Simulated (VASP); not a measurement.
# InSi7O16 (a cell with a defect) (Cristobalite) in VASP: settings compared, part 2 of 3

VASP 6.6.1. The steps go on from the part before.

## (3) Electric field gradients, PBE

This run's cell holds other atoms than the first one's.

File INCAR:

```
PREC     = Accurate       # precision mode
ENCUT    = 520            # plane-wave cutoff, eV
EDIFF    = 1E-8           # SCF threshold, eV
ISMEAR   = -1             # smearing method
SIGMA    = 0.01           # smearing width, eV
LREAL    = Auto         
LASPH    = T              # aspherical terms in the spheres
NELM     = 100            # most SCF steps
ALGO     = Fast           # electronic algorithm
ISIF     = 2              # what is computed and relaxed
LWAVE    = F              # write WAVECAR
LCHARG   = F              # write CHGCAR
GGA      = PE             # functional
LEFG     = T            
NELECT   = 128.0        
NBANDS   = 82             # bands
```

File KPOINTS:

```
Automatic mesh
0
Gamma
  3 3 3
```

File POSCAR:

```
Si8BrO15
1.0
    0.0000000000      4.9820000000      6.9630000000
    4.9820000000      0.0000000000      6.9630000000
    4.9820000000      4.9820000000      0.0000000000
Si Br O
8 1 15
Direct
    0.0000000000      0.0000000000      0.2989700000
    0.5000000000      0.5000000000      0.7989700000
    0.4239700000      0.8260300000      0.3750000000
    0.9239700000      0.3260300000      0.8750000000
    0.2500000000      0.2500000000      0.4510300000
    0.7500000000      0.7500000000      0.9510300000
    0.0760300000      0.6739700000      0.1250000000
    0.5760300000      0.1739700000      0.6250000000
    0.0208550000      0.1572750000      0.0826150000
    0.5208550000      0.6572750000      0.5826150000
    0.3857450000      0.0423850000      0.3541450000
    0.8857450000      0.5423850000      0.8541450000
    0.4072750000      0.2708550000      0.4892550000
    0.9072750000      0.7708550000      0.9892550000
    0.2923850000      0.6357450000      0.9677250000
    0.7923850000      0.1357450000      0.4677250000
    0.1142550000      0.4576150000      0.2822750000
    0.6142550000      0.9576150000      0.7822750000
    0.0927250000      0.2291450000      0.6673850000
    0.5927250000      0.7291450000      0.1673850000
    0.2076150000      0.8642550000      0.3958550000
    0.7076150000      0.3642550000      0.8958550000
    0.4791450000      0.3427250000      0.7607450000
    0.9791450000      0.8427250000      0.2607450000
```

Potentials or basis: VASP PAW PBE potentials, release 64 (Si, Br, O).

Command:

```console
cat potpaw_PBE.64/Si/POTCAR potpaw_PBE.64/Br/POTCAR potpaw_PBE.64/O/POTCAR > POTCAR
mpirun -np 1 vasp_std > vasp.out
```

OUTCAR:

```text
PREC = Accurate
   ENCUT = 520
   EDIFF = 1E-8
   ISMEAR = -1
   LREAL = Auto
   LASPH = T
   NELM = 100
   ISIF = 2
   GGA = PE
   NELECT = 128.0

 ion  position               nearest neighbor table
   1  0.000  0.000  0.299-  24 1.60   9 1.60  21 1.61  16 1.61   3 3.08   4 3.08   7 3.08   8 3.08

   2  0.500  0.500  0.799-  23 1.60  10 1.60  22 1.61  15 1.61   3 3.08   4 3.08   7 3.08   8 3.08

   3  0.424  0.826  0.375-  11 1.60  21 1.60  20 1.61  10 1.61   1 3.08   2 3.08   5 3.08   6 3.08
[... 13 lines left out ...]
  11  0.386  0.042  0.354-   3 1.60   5 1.61
  12  0.886  0.542  0.854-   4 1.60   6 1.61
  13  0.407  0.271  0.489-   5 1.60   8 1.61
  14  0.907  0.771  0.989-   6 1.60   7 1.61
[... 8 lines left out ...]
  23  0.479  0.343  0.761-   2 1.60   8 1.61
  24  0.979  0.843  0.261-   1 1.60   7 1.61

  LATTYP: Found a body centered tetragonal cell.
 ALAT       =     7.0456119677
 C/A-ratio  =     1.9765493847

  Lattice vectors:

 A1 = (  -4.9820000000,   0.0000000000,   6.9630000000)
 A2 = (   4.9820000000,   0.0000000000,   6.9630000000)
 A3 = (   0.0000000000,   4.9820000000,  -6.9630000000)
[... 1370 lines left out ...]

  FREE ENERGIE OF THE ION-ELECTRON SYSTEM (eV)
  ---------------------------------------------------
  free  energy   TOTEN  =      -168.3922559397 eV

  energy  without entropy=     -168.3922559397  energy(sigma->0) =     -168.39225594

 Electric field gradients (V/A^2)
---------------------------------------------------------------------
 ion       V_xx      V_yy      V_zz      V_xy      V_xz      V_yz
---------------------------------------------------------------------
   1      29.271    -5.635   -23.636   -10.936    14.120    45.108
   2      -0.747     3.075    -2.329    -0.784     0.766     0.502
   3       0.155    -0.102    -0.053    -0.490     0.663     4.328
   4      31.111   -51.706    20.595   -10.845     5.646    33.285
   5       1.866    -1.196    -0.670     0.403    -4.253     0.865
   6       3.581    -1.464    -2.117    -0.332    -0.478     1.225
[... 16 lines left out ...]
  23      43.984   -47.507     3.523    17.373    56.038    14.636
  24      37.649   -46.027     8.378    14.952    55.674     8.720
---------------------------------------------------------------------

 Electric field gradients after diagonalization (V/A^2)
 (convention: |V_zz| > |V_xx| > |V_yy|)
----------------------------------------------------------------------
 ion       V_xx      V_yy      V_zz     asymmetry (V_yy - V_xx)/ V_zz
----------------------------------------------------------------------
   1      32.848    31.200   -64.048       0.026
   2      -2.740    -0.512     3.252       0.685
   3       4.254     0.293    -4.547       0.871
   4      34.499    31.715   -66.214       0.042
   5      -4.137    -0.905     5.042       0.641
   6      -3.063    -0.596     3.659       0.674
[... 16 lines left out ...]
  23     -51.556   -35.579    87.135       0.183
  24     -48.658   -34.209    82.866       0.174
----------------------------------------------------------------------

           NMR quadrupolar parameters

 Cq : quadrupolar parameter    Cq=e*Q*V_zz/h
 eta: asymmetry parameters     (V_yy - V_xx)/ V_zz
 Q  : nuclear electric quadrupole moment in mb (millibarn)
----------------------------------------------------------------------
 ion       Cq(MHz)       eta       Q (mb)
----------------------------------------------------------------------
   1      -0.155       0.026       1.000
   2       0.008       0.685       1.000
   3      -0.011       0.871       1.000
   4      -0.160       0.042       1.000
   5       0.012       0.641       1.000
   6       0.009       0.674       1.000
[... 16 lines left out ...]
  23       0.211       0.183       1.000
  24       0.200       0.174       1.000
----------------------------------------------------------------------
```

OSZICAR:

```text
N       E                     dE             d eps       ncg     rms          rms(c)
DAV:   1     0.908241777334E+03    0.90824E+03   -0.65887E+04  2304   0.143E+03
DAV:   2    -0.121046732745E+03   -0.10293E+04   -0.10021E+04  2896   0.334E+02
DAV:   3    -0.193067260262E+03   -0.72021E+02   -0.71694E+02  2760   0.960E+01
[... 13 lines left out ...]
RMM:  17    -0.168392256407E+03   -0.80456E-06   -0.84184E-06  2975   0.826E-03    0.191E-02
RMM:  18    -0.168392255807E+03    0.60038E-06   -0.27427E-06  2758   0.558E-03    0.444E-03
RMM:  19    -0.168392255893E+03   -0.86697E-07   -0.45986E-07  2775   0.255E-03    0.445E-03
RMM:  20    -0.168392255945E+03   -0.51106E-07   -0.15450E-07  2630   0.126E-03    0.126E-03
RMM:  21    -0.168392255940E+03    0.49295E-08   -0.73658E-08  2540   0.954E-04
   1 F= -.16839226E+03 E0= -.16839226E+03  d E =-.636649E-15
```

stdout:

```text
POSCAR found type information on POSCAR SiBrO
 POSCAR found :  3 types and      24 ions
 scaLAPACK will be used
 LDA part: xc-table for (Slater+PW92), standard interpolation
 POSCAR, INCAR and KPOINTS ok, starting setup
 FFT: planning ... GRIDC
 FFT: planning ... GRID_SOFT
 FFT: planning ... GRID
 WAVECAR not read
 entering main loop
 the old and the new charge density differ
 old charge density:   129.00000 new  128.00000
    0.434E+01
WARNING in EDDRMM: call to ZHEGV failed, returncode =   8  4     67
ion   1
     0.0000353     1.1201920    -4.6280016     2.6373709    -1.4002741    -1.6835375
     0.0000487     1.1201920    -4.6280016     2.6373709    -1.4002741    -1.6835375
     0.0000670     1.1201920    -4.6280016     2.6373709    -1.4002741    -1.6835375
     0.0000923     1.1201920    -4.6280016     2.6373709    -1.4002741    -1.6835375

     0.0000353    12.0955521   -50.2397118    23.6388076   -15.3147085   -19.1753478
     0.0000487    12.0955396   -50.2396597    23.6387838   -15.3146927   -19.1753278
     0.0000670    12.0955187   -50.2395729    23.6387440   -15.3146662   -19.1752944
     0.0000923    12.0954842   -50.2394291    23.6386781   -15.3146223   -19.1752393
[... 100 lines left out ...]
ion  11
     0.0000293     3.2723437     1.7005657    -0.2498025   -12.2098352    -9.1214004
     0.0000403     3.2723437     1.7005656    -0.2498025   -12.2098351    -9.1214003
     0.0000555     3.2723436     1.7005656    -0.2498024   -12.2098349    -9.1214002
     0.0000765     3.2723435     1.7005656    -0.2498024   -12.2098345    -9.1213999

     0.0000293    12.4854717     7.2435245    -1.0463541   -45.4182958   -34.4142610
     0.0000403    12.4854694     7.2435231    -1.0463539   -45.4182873   -34.4142545
     0.0000555    12.4854654     7.2435207    -1.0463535   -45.4182729
```

Run time: 11 min. Hardware: 1 thread of Intel Xeon Platinum 8488C (Sapphire Rapids), shared host; peak memory 0.64 GiB.

Results:

* Free energy: -168.3923 eV
* Largest force: 38.209 eV/Å
* Band gap on the k mesh: 5.61 eV, direct

Forces on the atoms (eV/Å):
```
Si    7.108  23.148 -29.557
Si    0.116  -0.586  -0.330
Si   -0.173   1.255   0.491
Si   -4.592 -35.365  11.491
Si   -0.530  -0.167   0.834
Si    0.561  -0.278   0.633
Si   -0.542  -0.200  -0.423
Si    0.629  -0.277  -0.436
Br   -2.529  12.164  17.995
O    -0.076   0.061   0.366
O    -0.118  -0.316   0.153
O    -0.576   0.238   0.006
O     0.080  -0.065   0.323
O     0.059  -0.066   0.350
O     0.308   0.123   0.536
O    -0.455   0.089   0.919
O    -0.044  -0.069  -0.570
O    -0.141  -0.079  -0.504
O     0.413   0.362  -0.837
O    -0.205  -0.055  -0.586
O     0.136  -0.582  -0.531
O     0.006   0.756  -0.085
O     0.027   0.012  -0.327
O     0.537  -0.104   0.088
```

Electric field gradients, principal values (V/Å²):
```
atom      Vxx      Vyy       Vzz
1 Si   31.200   32.848   -64.048
2 Si   -0.512   -2.740     3.252
3 Si    0.293    4.254    -4.547
4 Si   31.715   34.499   -66.214
5 Si   -0.905   -4.137     5.042
6 Si   -0.596   -3.063     3.659
7 Si    0.178    3.112    -3.290
8 Si   -0.016   -4.732     4.748
9 Br   49.869   97.584  -147.453
10 O  -37.425  -50.405    87.830
11 O  -38.042  -47.307    85.349
12 O  -35.534  -47.590    83.124
13 O  -36.973  -50.535    87.508
14 O  -36.656  -51.104    87.759
15 O  -35.971  -51.566    87.537
16 O  -38.150  -47.709    85.859
17 O  -36.688  -50.590    87.278
18 O  -36.257  -50.743    87.000
19 O  -36.750  -48.254    85.003
20 O  -38.801  -47.771    86.572
21 O  -30.098  -50.393    80.491
22 O  -39.209  -46.407    85.616
23 O  -35.579  -51.556    87.135
24 O  -34.209  -48.658    82.866
```

Caveat: the cell carries a net charge on a neutralising background, which shifts energy and pressure; the cell is charged against a uniform background, so pressure and absolute levels hang on convention.

## (4) Electric field gradients, PBE

This run's cell holds other atoms than the first one's.

Edit INCAR of step 3 so:

```diff
@@ -14,3 +14,2 @@
 LEFG     = T            
-NELECT   = 128.0        
 NBANDS   = 82             # bands
```

KPOINTS is that of step 3.

Edit POSCAR of step 3 so:

```diff
@@ -1,2 +1,2 @@
-Si8BrO15
+Si7CO16
 1.0
@@ -5,4 +5,4 @@
     4.9820000000      4.9820000000      0.0000000000
-Si Br O
-8 1 15
+C Si O
+1 7 16
 Direct
```

Potentials or basis: VASP PAW PBE potentials, release 64 (C, Si, O).

Command:

```console
cat potpaw_PBE.64/C/POTCAR potpaw_PBE.64/Si/POTCAR potpaw_PBE.64/O/POTCAR > POTCAR
mpirun -np 1 vasp_std > vasp.out
```

OUTCAR:

```text
PREC = Accurate
   ENCUT = 520
   EDIFF = 1E-8
   ISMEAR = -1
   LREAL = Auto
   LASPH = T
   NELM = 100
   ISIF = 2
   GGA = PE

 ion  position               nearest neighbor table
   1  0.000  0.000  0.299-  24 1.60   9 1.60  21 1.61  16 1.61
   2  0.500  0.500  0.799-  23 1.60  10 1.60  22 1.61  15 1.61   3 3.08   4 3.08   7 3.08   8 3.08

   3  0.424  0.826  0.375-  11 1.60  21 1.60  20 1.61  10 1.61   5 3.08   6 3.08   2 3.08
   4  0.924  0.326  0.875-  12 1.60  22 1.60  19 1.61   9 1.61   5 3.08   6 3.08   2 3.08
   5  0.250  0.250  0.451-  13 1.60  19 1.60  11 1.61  17 1.61   3 3.08   4 3.08   7 3.08   8 3.08
[... 7 lines left out ...]
  11  0.386  0.042  0.354-   3 1.60   5 1.61
  12  0.886  0.542  0.854-   4 1.60   6 1.61
  13  0.407  0.271  0.489-   5 1.60   8 1.61
  14  0.907  0.771  0.989-   6 1.60   7 1.61
[... 8 lines left out ...]
  23  0.479  0.343  0.761-   2 1.60   8 1.61
  24  0.979  0.843  0.261-   1 1.60   7 1.61

  LATTYP: Found a body centered tetragonal cell.
 ALAT       =     7.0456119677
 C/A-ratio  =     1.9765493847

  Lattice vectors:

 A1 = (  -4.9820000000,   0.0000000000,   6.9630000000)
 A2 = (   4.9820000000,   0.0000000000,   6.9630000000)
 A3 = (   0.0000000000,   4.9820000000,  -6.9630000000)

Analysis of symmetry for initial positions (statically):
=====================================================================
 Subroutine PRICEL returns:
 Original cell was already a primitive cell.

 Routine SETGRP: Setting up the symmetry group for a
 body centered tetragonal supercell.

 Subroutine GETGRP returns: Found  2 space group operations
 (whereof  2 operations were pure point group operations)
 out of a pool of 16 trial point group operations.

[... 1002 lines left out ...]
  energy-cutoff  :      520.00
  volume of cell :      345.65
      direct lattice vectors                 reciprocal lattice vectors
     0.000000000  4.982000000  6.963000000    -0.100361301  0.100361301  0.071808129
     4.982000000  0.000000000  6.963000000     0.100361301 -0.100361301  0.071808129
     4.982000000  4.982000000  0.000000000     0.100361301  0.100361301 -0.071808129

 POSITION                                       TOTAL-FORCE (eV/Angst)
 -----------------------------------------------------------------------------------
      1.48947      1.48947      0.00000        -0.389005     -0.389005      0.000000
      6.47147      6.47147      6.96300         0.334794      0.334794      0.000000
      5.98353      3.98047      8.70375        -0.264941     -0.232605      0.774040
      5.98353      8.96247      8.70375        -0.062960     -0.445804     -0.526186
      3.49253      3.49253      3.48150        -0.169931     -0.029954      0.028282
      8.47453      8.47453     10.44450        -0.029954     -0.169931     -0.028282
[... 16 lines left out ...]
      5.49749      6.17713      5.72268        -0.221263     -0.103286     -0.326923
      5.49749      6.17713     12.68568         4.730663      1.051688      3.612372
 -----------------------------------------------------------------------------------
    total drift:                               -0.012266     -0.012343      0.000001

  FREE ENERGIE OF THE ION-ELECTRON SYSTEM (eV)
  ---------------------------------------------------
  free  energy   TOTEN  =      -184.0072133216 eV

  energy  without entropy=     -184.0072133216  energy(sigma->0) =     -184.00721332

 Electric field gradients (V/A^2)
---------------------------------------------------------------------
 ion       V_xx      V_yy      V_zz      V_xy      V_xz      V_yz
---------------------------------------------------------------------
   1      -0.938    -0.937     1.875     0.030     1.306    -1.306
   2       0.342     0.343    -0.685     0.341     2.177    -2.178
   3      -4.298    -0.905     5.203    -0.882    -0.561     7.124
   4      -3.695     9.840    -6.145     0.874     1.724     0.419
   5       0.303     0.949    -1.252     0.055    -1.878     1.514
   6       0.949     0.302    -1.252     0.055    -1.515     1.878
[... 16 lines left out ...]
  23      50.433   -52.091     1.658    16.982    51.695    13.016
  24      34.673  -104.409    69.736    37.835   141.406    45.183
---------------------------------------------------------------------

 Electric field gradients after diagonalization (V/A^2)
 (convention: |V_zz| > |V_xx| > |V_yy|)
----------------------------------------------------------------------
 ion       V_xx      V_yy      V_zz     asymmetry (V_yy - V_xx)/ V_zz
----------------------------------------------------------------------
   1      -1.877    -0.907     2.784       0.348
   2       2.756     0.684    -3.440       0.602
   3      -5.734    -4.229     9.963       0.151
   4      -7.036    -2.879     9.914       0.419
   5       2.235     0.714    -2.949       0.515
   6       2.235     0.714    -2.949       0.516
[... 16 lines left out ...]
  23     -55.513   -30.970    86.483       0.284
  24    -115.687   -90.191   205.879       0.124
----------------------------------------------------------------------

           NMR quadrupolar parameters

 Cq : quadrupolar parameter    Cq=e*Q*V_zz/h
 eta: asymmetry parameters     (V_yy - V_xx)/ V_zz
 Q  : nuclear electric quadrupole moment in mb (millibarn)
----------------------------------------------------------------------
 ion       Cq(MHz)       eta       Q (mb)
----------------------------------------------------------------------
   1       0.007       0.348       1.000
   2      -0.008       0.602       1.000
   3       0.024       0.151       1.000
   4       0.024       0.419       1.000
   5      -0.007       0.515       1.000
   6      -0.007       0.516       1.000
[... 16 lines left out ...]
  23       0.209       0.284       1.000
  24       0.498       0.124       1.000
----------------------------------------------------------------------
```

OSZICAR:

```text
N       E                     dE             d eps       ncg     rms          rms(c)
DAV:   1     0.872251658876E+03    0.87225E+03   -0.66273E+04  1656   0.142E+03
DAV:   2    -0.136615126355E+03   -0.10089E+04   -0.98485E+03  2068   0.335E+02
DAV:   3    -0.207970745102E+03   -0.71356E+02   -0.70988E+02  1952   0.963E+01
[... 13 lines left out ...]
RMM:  17    -0.184007213914E+03   -0.31865E-06   -0.54083E-06  2163   0.639E-03    0.568E-03
RMM:  18    -0.184007213445E+03    0.46969E-06   -0.52653E-06  1957   0.764E-03    0.367E-03
RMM:  19    -0.184007213504E+03   -0.59164E-07   -0.43095E-07  1991   0.228E-03    0.304E-03
RMM:  20    -0.184007213448E+03    0.56036E-07   -0.62675E-08  1739   0.852E-04    0.255E-03
RMM:  21    -0.184007213313E+03    0.13446E-06   -0.53200E-07  1922   0.238E-03    0.134E-03
RMM:  22    -0.184007213322E+03   -0.83055E-08   -0.26664E-08  1294   0.596E-04
   1 F= -.18400721E+03 E0= -.18400721E+03  d E =-.112947E-13
```

It took 7.7 min on 1 thread of AMD EPYC 9R45 (Zen 5), shared host; peak memory 0.55 GiB.

What came out:

| Quantity | Value |
| --- | --- |
| Free energy | -184.0072 eV |
| Pressure | 0.2 GPa |
| Largest force | 6.357 eV/Å |
| Band gap on the k mesh | 4.21 eV, direct |

Forces on the atoms (eV/Å):
```
C   -0.389 -0.389  0.000
Si   0.335  0.335  0.000
Si  -0.265 -0.233  0.774
Si  -0.063 -0.446 -0.526
Si  -0.170 -0.030  0.028
Si  -0.030 -0.170 -0.028
Si  -0.446 -0.063  0.526
Si  -0.233 -0.265 -0.774
O    1.052  4.731 -3.612
O   -0.103 -0.221  0.327
O   -0.065 -0.041  0.409
O   -0.220  0.032  0.329
O    0.134 -0.083  0.373
O    0.169  0.039  0.406
O   -0.063  0.056  0.364
O   -5.237  1.083  3.436
O    0.032 -0.220 -0.329
O   -0.041 -0.065 -0.409
O    0.039  0.169 -0.406
O   -0.083  0.134 -0.373
O    1.083 -5.237 -3.436
O    0.056 -0.063 -0.364
O   -0.221 -0.103 -0.327
O    4.731  1.052  3.612
```

Levels at points of the mesh, in eV from the valence-band top:
```
           k point  band 61  band 62  band 63  band 64  band 65  band 66  band 67  band 68
(0.00, 0.00, 0.00)    -0.57    -0.30    -0.30     0.00     4.21     6.21     6.35     6.39
```

Electric field gradients, principal values (V/Å²):
| atom | Vxx | Vyy | Vzz |
| --- | --- | --- | --- |
| 1 C | -0.907 | -1.877 | 2.784 |
| 2 Si | 0.684 | 2.756 | -3.440 |
| 3 Si | -4.229 | -5.734 | 9.963 |
| 4 Si | -2.879 | -7.036 | 9.914 |
| 5 Si | 0.714 | 2.235 | -2.949 |
| 6 Si | 0.714 | 2.235 | -2.949 |
| 7 Si | -2.878 | -7.036 | 9.914 |
| 8 Si | -4.229 | -5.735 | 9.964 |
| 9 O | -90.188 | -115.686 | 205.874 |
| 10 O | -30.966 | -55.510 | 86.477 |
| 11 O | -37.208 | -50.821 | 88.029 |
| 12 O | -40.281 | -48.042 | 88.323 |
| 13 O | -37.733 | -50.970 | 88.703 |
| 14 O | -38.992 | -49.196 | 88.188 |
| 15 O | -37.006 | -50.722 | 87.728 |
| 16 O | -90.869 | -116.795 | 207.664 |
| 17 O | -40.275 | -48.045 | 88.320 |
| 18 O | -37.203 | -50.823 | 88.026 |
| 19 O | -38.988 | -49.195 | 88.182 |
| 20 O | -37.729 | -50.967 | 88.697 |
| 21 O | -90.873 | -116.793 | 207.666 |
| 22 O | -37.011 | -50.721 | 87.732 |
| 23 O | -30.970 | -55.513 | 86.483 |
| 24 O | -90.191 | -115.687 | 205.879 |

PBE gaps usually lie below the measured ones, often by a third to a half.

[end of part 2 of 3]
